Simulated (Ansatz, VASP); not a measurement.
# Cross-check of TiB2 between VASP and Ansatz

Aim: how closely do two programs agree when they are given the same cell, functional and k mesh? The cell is taken from a series of runs on this material, whose earlier steps may have relaxed, scaled, displaced or heated it; both programs get it as it stands.

Calculated with Ansatz 0.2.0; plane waves, with VASP 6.6.1 beside it; zone-centre phonons at PBEsol.

### 1. The starting structure

It takes space group P6/mmm (No. 191, hexagonal). The conventional cell has a = 2.957 Å, b = 2.957 Å, c = 3.214 Å, α = 90.00°, β = 90.00°, γ = 120.00°. Nearest to B lie 3 B at 1.71 Å and 6 Ti at 2.34 Å. Nearest to Ti lie 12 B at 2.34 Å. Farther neighbours are not listed.

### 2. Ansatz: zone-centre phonons, PBEsol

Ansatz runs on its PAW soft_1 files.

Second derivatives magnify differences that forces hide, and they need a tight electronic threshold.

input.yaml

```yaml
crystal:
  lattice:
    - [2.9571459667, 0.0, 0.0]
    - [-1.4785729834, 2.5609635299, 0.0]
    - [0.0, 0.0, 3.2142455018]
  atoms:
    - { symbol: B, position: [0.3333333333, 0.6666666667, 0.5] }
    - { symbol: B, position: [0.6666666667, 0.3333333333, 0.5] }
    - { symbol: Ti, position: [0.0, 0.0, 0.0] }
kpoints:
  mp_grid: { grid: [15, 15, 16] }
hamiltonian:
  xc: pbesol
  pseudopotentials: { kind: paw, azcp: { folder: soft_1 }, xc_functional: pbe }
scf:
  occupations: { method: methfessel_paxton, width: 0.2 }
output:
  eigenvalues: true
phonons:
  method: dfpt
```

Run with:

```
$ ansatz run input.yaml --threads 4 --pin off --max-ram 10240MiB --backend cpu --events-out ev --progress --plain --runs-dir out
```

Numbers of over 12 decimals in the logs are rounded to 6 here.

The log of the run:

```text
zone centre: on kpoints.mp_grid the ground state, and the responses unless they are solved on pairs of k-points, stand on 576 of the mesh's 3600 k-points, reduced under 4 symmetry operations, with k and −k counted as one. Each operation leaves every solved displacement unchanged or reverses it
Engine: ansatz 0.2.0, x86_64-unknown-linux-gnu
Pseudopotentials: kind: paw
Pseudopotential: B, paw, valence charge 3, recommended cutoff 420 eV (normal), soft_1/B.paw.azcp
Pseudopotential: Ti, paw, valence charge 12, recommended cutoff 420 eV (normal), soft_1/Ti.paw.azcp
Functional definition: PBEsol
  exchange = pbesol_x
  correlation = pbesol_c
Crystal: 3 atoms, lattice volume = 24.342 Å³
Basis set: ecut = 420 eV, 455 PW (Γ), exchange–correlation on 40×40×48 points (8 copies of the dense FFT grid, shifted against one another)
Bands: 13, of which v1, the nominal top of the filled ones, is band 9 counted from 1 (8 counted from 0)
Symmetry: 24 space group operations
k-points: 576 of 3600 (irreducible under 4 space group operations, time reversal used)
Non-local potential: B, projectors of the file, l = 0: 2, l = 1: 2, l = 2: 1
Non-local potential: Ti, projectors of the file, l = 0: 3, l = 1: 2, l = 2: 3, l = 3: 1
PAW form: soft (Blöchl's): semilocal exchange-correlation on the pseudo side does not see the compensation charge
PAW frozen core: B, regenerated for the run's functional, and the local potential with it (the file was generated under x = pbe(κ = 0.804, μ = 0.219515), c = pbe(β = 0.066725))
PAW frozen core: Ti, regenerated for the run's functional, and the local potential with it (the file was generated under x = pbe(κ = 0.804, μ = 0.219515), c = pbe(β = 0.066725))
PAW one-centre angular grid: B, 110 points (default); XC on 64 Gauss nodes
PAW one-centre angular grid: Ti, 590 points (default); XC on 64 Gauss nodes
Initial density: superposition of atomic densities (chi_scale 0.1, normalization cell, long waves kept (reshape's long-wave potential 0.00 eV rms))
Initial wavefunctions: pseudopotential atomic-orbital guess
Functional: x = pbesol(κ = 0.804, μ = 0.123457), c = pbesol(β = 0.046)
SCF iter   1: F=—  HF=-2783.888974 eV  |F-HF|=—  |Δ(HF+E_count)|=         —  Δρ=1.15e-1  dr2=5.05e0  ethr=3.10e-3  ⟨swp⟩=4.4  Hψ=35750  notcnv=0
preconditioner: auto → none  [metal: Δε(μ)=0.064 eV  Ē_g=9.834 eV  σ=0.200 eV  W_gap=0.26  n_scr=8 (ndim 8)  ℏωp=23.8 eV  f_vac=0.000  D(μ)=0.36/eV (n_scr^D=0)  sad-step TF]
SCF iter   2: F=—  HF=-2783.211537 eV  |F-HF|=—  |Δ(HF+E_count)|=   6.77e-1  S|Δr|=    0.00e0  Δρ=7.76e-2  dr2=2.48e0  ethr=3.10e-3  ⟨swp⟩=2.0  Hψ=14314  notcnv=0
SCF iter   3: F=—  HF=-2782.586741 eV  |F-HF|=—  |Δ(HF+E_count)|=   6.25e-1  S|Δr|=    0.00e0  Δρ=1.01e-2  dr2=2.98e-2  ethr=3.10e-3  ⟨swp⟩=3.7  Hψ=16478  notcnv=0
SCF iter   4: F=—  HF=-2782.583370 eV  |F-HF|=—  |Δ(HF+E_count)|=   3.37e-3  S|Δr|=    0.00e0  Δρ=1.16e-3  dr2=3.70e-4  ethr=1.66e-4  ⟨swp⟩=2.0  Hψ=13919  notcnv=0
SCF iter   5: F=—  HF=-2782.583389 eV  |F-HF|=—  |Δ(HF+E_count)|=   1.88e-5  S|Δr|=    0.00e0  Δρ=3.68e-4  dr2=5.28e-5  ethr=2.06e-6  ⟨swp⟩=2.1  Hψ=10254  notcnv=0
SCF iter   6: F=—  HF=-2782.583380 eV  |F-HF|=—  |Δ(HF+E_count)|=   8.94e-6  S|Δr|=    0.00e0  Δρ=9.45e-5  dr2=2.56e-6  ethr=2.93e-7  ⟨swp⟩=2.3  Hψ=10679  notcnv=0
SCF iter   7: F=—  HF=-2782.583380 eV  |F-HF|=—  |Δ(HF+E_count)|=   1.32e-7  S|Δr|=    0.00e0  Δρ=5.83e-6  dr2=1.06e-8  ethr=1.42e-8  ⟨swp⟩=2.7  Hψ=11220  notcnv=0
SCF iter   8: F=—  HF=-2782.583380 eV  |F-HF|=—  |Δ(HF+E_count)|=   2.19e-7  S|Δr|=    0.00e0  Δρ=5.43e-7  dr2=4.66e-11  ethr=5.90e-11  ⟨swp⟩=2.1  Hψ=10313  notcnv=0
SCF iter   9: F=-2782.583380 eV  HF=-2782.583380 eV  |F-HF|=2.73e-12  |Δ(HF+E_count)|=  2.00e-11  S|Δr|=    0.00e0  Δρ=1.05e-7  dr2=2.70e-12  ethr=1.00e-12  ⟨swp⟩=5.0  Hψ=27991  notcnv=0
SCF 1 converged in 9 iterations: F = -2782.583380 eV  dr2 = 2.70e-12
  greatest PAW one-centre occupation: 0.998 electrons in one spin orbital (limit 2), on the Ti atom at site 2 (counted from 0), in its partial waves of l = 0
DFPT response loops at Γ: preconditioner auto → Kerker (q_TF=auto, 2.594 Å⁻¹) (partly filled bands, converged f_vac=0.000); β = 1.00, the filter's whole step (`scf.mixing.beta` (0.50) is not read by the response loops under this deck's `scf.mixing.preconditioner`; to damp them name `kerker` or `kerker_dos`, under which they read `scf.mixing.beta`, and type it under 1.00, their step now; both keys bind the ground state too); Broyden in place of MSR1
SCF converged after 9 iterations
Stability not checked: this state was not tested for a lower state beside it, because cold or Methfessel-Paxton smearing, or corrected tetrahedra, fill the levels in a way that the test cannot read (fill_not_monotonic; see scf.lower_state_search)
Free energy (F): -2782.583380 eV
Harris-Foulkes:  -2782.583380 eV  (|F-HF|=2.73e-12)
Internal energy: -2782.583445 eV  (E = F + TS)
E sigma→0 (E₀):  -2782.583396 eV
Entropy (-TS):   0.000065 eV (0.022 meV/atom)
Fermi energy:    15.909907 eV
--- Per-component energies (eV) ---
  E_band       = -80.258851
  E_kinetic    = 387.735341
  E_local      = -810.731088  (includes V_loc(G=0)·N_el)
  E_nonlocal   = 77.519579
  E_hartree    = 335.839087
  E_xc         = -184.806618
  E_vxc        = -227.729855  (∫ρ·V_xc dr)
  E_paw        = -1167.521656  (= ΣΔE_a)
  E_vpaw       = -178.730983  (= ΣTr[D̂ρ^β])
  E_aug_tail   = -0.000075  (compensation charges beyond the density's cutoff)
  E_ewald      = -1420.786821
  E_core_change = 0.168806  (= ΣΔE_core)
  E_smearing   = 0.000065  (= −TS)
  E_closure    = -0.000000  (closes the sum)
  Σ components = -2782.583380   (vs F -2782.583380, Δ=0.00e0)
--- Band table (eV; the first three rows and the last of 576) ---
  k-point 0: bands = [... 5 lower, 13.2866, 13.2866, 13.3118, 13.5289, 17.9136, 17.9136, 19.6743, 19.6743]
  k-point 1: bands = [... 5 lower, 12.6119, 13.3286, 13.3286, 14.1803, 17.7753, 17.7753, 19.5797, 19.5797]
  k-point 2: bands = [... 5 lower, 11.7811, 13.4540, 13.4540, 14.8741, 17.4352, 17.4352, 19.3076, 19.3076]
  k-point 575: bands = [... 5 lower, 8.9552, 10.6013, 11.4238, 13.1839, 18.2743, 19.0683, 19.8251, 20.6231]
--- Phonons (Γ-DFPT): 4 representative perturbations + reference, on 576 of 3600 k-points (Σ response iterations 12) ---
  k mesh reduced under 4 symmetry operations, with k and −k counted as one. Each operation leaves every solved displacement unchanged or reverses it
  ASR residual: 4.722e-5 → 0.000e0 eV/Å²; symmetrization residual: 8.966e-7 eV/Å²
  ASR residual per site (eV/Å²): 1.06e-5 1.06e-5 4.72e-5
  Γ frequencies (cm⁻¹): 0.00 0.00 0.00 541.02 541.02 543.81 570.57 981.08 981.08
  non-analytic LO–TO correction: not included (Born effective charges unavailable; polar crystals: no LO–TO splitting at Γ)
```

In the SCF lines HF is the Harris–Foulkes energy and dr2 the Hartree energy of the density residual, in eV; the loop may stop once dr2 is under the threshold and the program's other checks hold. Hψ counts applications of the Hamiltonian.

(Continued in part 2 of 2.)

[Lines on the potential files, build, host, timing and source positions are cut from VASP's logs without a mark.]

[Logs are printed without paths, hosts, clocks, repeated set-up lines and the standing remarks that a program may print on its own settings, such as how far it seeks lower states.]

[Hosts, paths, dates, database ids (printed as entryN), source tags and the programs' standing remarks are cut or masked in the printed files.]
